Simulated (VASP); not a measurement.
Ti2SiTe2:

```
CELL_PARAMETERS angstrom
4.79632 0.00000 0.00000
0.00000 4.79632 0.00000
0.00000 0.00000 4.70360
ATOMIC_POSITIONS crystal
Ti 0.00000 0.50000 0.00000
Ti 0.50000 0.00000 0.00000
Si 0.50000 0.50000 0.00000
Te 0.00000 0.00000 0.00000
Te 0.50000 0.50000 0.50000
```

The cell was built by a generator and needn't be a form met in nature.

```yaml
Program: VASP 6.6.1
Task: relaxation of cell and atoms
Functional: PBE
Potentials_or_basis: VASP PAW PBE potentials, release 64 (Ti_sv, Si, Te)
Cutoff: 520 eV
k_mesh: 3 × 3 × 3
Occupations: gaussian, width 0.15 eV
Spin: no spin polarisation
```

At the start: pressure 28.1 GPa; volume 21.64 Å³/atom.

Where does the relaxation end?

Over 15 steps the energy falls by 507.2 meV/atom and the volume is 29.39 Å³/atom (+35.8 %); space group P4/mmm (No. 123, to 0.05 Å).

Step by step:
```
step  energy change (eV)  largest force (eV/Å)  pressure (GPa)  volume (Å³)
   1              0.0000                0.0000           28.09       108.20
   2             54.4597                0.0000            9.11       179.14
   3            123.4500                0.0000            3.84       296.65
   4             77.9697                0.0000           -2.14       666.08
   5             90.8505                0.0000           -2.80       435.42
   6            181.4038                0.0000            8.27       359.08
   7             10.7677                0.0000           -6.21       411.71
   8              9.3083                0.0000           -5.92       384.79
   9              8.7075                0.0000           -6.67       371.79
  10             -1.3852                0.0000           -6.53       187.44
  11             -2.2601                0.0000           -2.33       159.99
  12             -2.2664                0.0000            0.98       152.61
  13             -2.2851                0.0000           -0.86       156.24
  14             -2.5255                0.0000           -0.44       148.28
  15             -2.5359                0.0000           -0.28       146.93
```

Final structure:
```
Ti Si Te
1.0
     5.21015    0.00000    0.00000
     0.00000    5.21015    0.00000
     0.00000    0.00000    5.41254
Ti Si Te
2 1 2
Direct
  0.00000 0.50000 0.00000
  0.50000 0.00000 0.00000
  0.50000 0.50000 0.00000
  0.00000 0.00000 0.00000
  0.50000 0.50000 0.50000
```

Caveat: the k mesh is coarse (spacing up to 0.45 Å⁻¹), so the values aren't converged; the volume moved by over 15 % at a fixed basis, so the end points are rough.
